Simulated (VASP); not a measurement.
Output of a VASP run:

File OSZICAR:
```
       N       E                     dE             d eps       ncg     rms          rms(c)
DAV:   1     0.218140475845E+03    0.21814E+03   -0.13499E+04  2688   0.147E+03
DAV:   2    -0.269114351790E+01   -0.22083E+03   -0.21888E+03  3440   0.412E+02
DAV:   3    -0.167942537666E+02   -0.14103E+02   -0.13954E+02  5056   0.767E+01
DAV:   4    -0.170908075003E+02   -0.29655E+00   -0.29649E+00  2952   0.120E+01
DAV:   5    -0.170991783240E+02   -0.83708E-02   -0.83696E-02  4304   0.142E+00    0.120E+01
DAV:   6    -0.164403658902E+02    0.65881E+00   -0.10998E+00  2784   0.905E+00    0.446E+00
DAV:   7    -0.163117362024E+02    0.12863E+00   -0.67821E-01  3888   0.620E+00    0.116E+00
DAV:   8    -0.163180848383E+02   -0.63486E-02   -0.40588E-02  3584   0.165E+00    0.307E-01
DAV:   9    -0.163183631998E+02   -0.27836E-03   -0.30594E-03  3096   0.582E-01    0.387E-02
DAV:  10    -0.163183068904E+02    0.56309E-04   -0.91853E-05  4144   0.636E-02    0.235E-02
DAV:  11    -0.163183079052E+02   -0.10148E-05   -0.15157E-05  2912   0.478E-02    0.383E-03
DAV:  12    -0.163183080916E+02   -0.18640E-06   -0.43947E-07  3584   0.509E-03    0.325E-03
DAV:  13    -0.163183076484E+02    0.44319E-06   -0.53598E-08  1856   0.258E-03    0.103E-03
DAV:  14    -0.163183075502E+02    0.98222E-07   -0.12518E-08  1952   0.137E-03
   1 F= -.16318308E+02 E0= -.16318284E+02  d E =-.163183E+02
```

### OUTCAR
```
------------------------ aborting loop because EDIFF is reached ----------------------------------------
  FORCE on cell =-STRESS in cart. coord.  units (eV):
  Direction    XX          YY          ZZ          XY          YZ          ZX
  --------------------------------------------------------------------------------------
  Total       -1.5208877     -1.5208877     -1.5433781      0.0000000     -0.0000000      0.0000000
  in kB      -48.2627043    -48.2627024    -48.9763981      0.0000000     -0.0000000      0.0000000
  external PRESSURE =     -48.5006016 kB  Pullay stress =       0.0000000 kB
  volume of cell :       50.49
      direct lattice vectors                 reciprocal lattice vectors
     1.657419785 -2.870735220  0.000000000     0.301673725 -0.174171410  0.000000000
     1.657419785  2.870735220  0.000000000     0.301673725  0.174171410  0.000000000
     0.000000000  0.000000000  5.305672422     0.000000000  0.000000000  0.188477524
 POSITION                                       TOTAL-FORCE (eV/Angst)
 -----------------------------------------------------------------------------------
      1.65742      0.95691      1.32642         0.000000      0.000000      0.000000
      1.65742     -0.95691      3.97925        -0.000000      0.000000      0.000000
 -----------------------------------------------------------------------------------
    total drift:                               -0.000163      0.001155     -0.000020
  FREE ENERGIE OF THE ION-ELECTRON SYSTEM (eV)
  ---------------------------------------------------
  free  energy   TOTEN  =       -16.3183075502 eV

  energy  without entropy=      -16.3182370891  energy(sigma->0) =      -16.31828406

 reached required accuracy - stopping structural energy minimisation
```
(Selected blocks of OUTCAR.)

**POSCAR**
```
Zr
1
    1.6574197847    -2.8707352201     0.0000000000
    1.6574197847     2.8707352201     0.0000000000
    0.0000000000     0.0000000000     5.3056724224
Zr
2
Direct
  0.3333330000   0.6666670000   0.2500000000
  0.6666670000   0.3333330000   0.7500000000
```

Question: Write an INCAR and KPOINTS that could have produced this output.

Answer: This is not unique; one that fits is the input of the run itself, revPBE GGA, plane waves, VASP's PBE PAW potentials (set 64).

INCAR:
```
# general
SYSTEM   =  Zr
PREC     =  Accurate
ENCUT    =  520
LREAL    =  F   # projection in real space or not
LASPH    =  T   # aspherical one-centre terms

# electronic loop
EDIFF    =  1E-7
NELM     =  100
ALGO     =  Normal   # blocked Davidson
LMAXMIX  =  4

# smearing
ISMEAR   =  1   # Methfessel-Paxton
SIGMA    =  0.1   # width (eV)

# functional
GGA      =  RE   # revPBE

# ions
IBRION   =  2
NSW      =  30   # most ionic steps
ISIF     =  4   # ions and shape, fixed volume
EDIFFG   =  -0.01   # ionic stop

# output
LWAVE    =  F
LCHARG   =  F
```

KPOINTS:
```
Automatic mesh
0
Gamma
13 13 7
0 0 0
```

POTCAR, in this order: Zr_sv (PBE.64 set). Program: vasp_std.

The compound is Zr in the hcp structure. This cell is one point of a volume scan, at 1.06 of the reference volume.
